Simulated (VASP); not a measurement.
Runs of VASP 6.6.1 on OSnBrH. The cell holds a molecule in a box, 4 atoms: a = 13.000 Å, b = 11.000 Å, c = 11.000 Å, α = 90.00°, β = 90.00°, γ = 90.00°. 

```tsv
task	level	potentials or basis	cell	cutoff (eV)	grid for exact exchange (PRECFOCK)	exchange at q = 0	screening parameter	gap on the mesh (eV)	largest force (eV/Å)
single point	B3LYP+TS	VASP PAW PBE potentials, release 64 (O_s, Sn_d, Br, H_s)	as given	400	Fast	truncated	-	4.47	(a)
atomic charges	PBE+TS	VASP PAW PBE potentials, release 64 (O, Sn_d, Br, H)	as given	520	-	-	-	3.14	0.73
single point	HSE06+D3(BJ)	VASP PAW PBE potentials, release 64 (O, Sn_d, Br, H)	as given	520	Normal	-	0.2 1/A	4.14	0.13
single point	r2SCAN0+D4	VASP PAW PBE potentials, release 64 (O, Sn_d, Br, H)	as given	520	Normal	default	-	5.13	(c)
single point	revPBE+D3(BJ)	VASP PAW PBE potentials, release 64 (O, Sn_d, Br, H)	as given	520	-	-	-	(b)	0.93
relaxation of the atoms	PBE	VASP PAW PBE potentials, release 64 (O, Sn_d, Br, H)	atoms relaxed from: atoms moved at random, drawn with an rms of 0.02 Å	520	-	-	-	3.09	-
single point	PBE	VASP PAW PBE potentials, release 64 (O, Sn_d, Br, H)	as given	520	-	-	-	3.14	0.73
single point	PBE	VASP PAW PBE potentials, release 64 (O, Sn_d, Br, H)	atoms moved at random, drawn with an rms of 0.05 Å	520	-	-	-	3.12	1.64
```

Alike in all rows: no spin polarisation; k mesh 1 × 1 × 1; smearing gaussian 0.01 eV.

Task: Fill in the values left out.

Result: (a) 1.59; (b) 3.16; (c) 0.18.

Caveats: spin-orbit coupling is left out, which moves the levels of the heavy elements; the PAW data sets were made with another functional, which shifts forces and pressure a little (some runs).

A k mesh can miss the band edges, and the runs leave out spin-orbit coupling on Br, Sn.
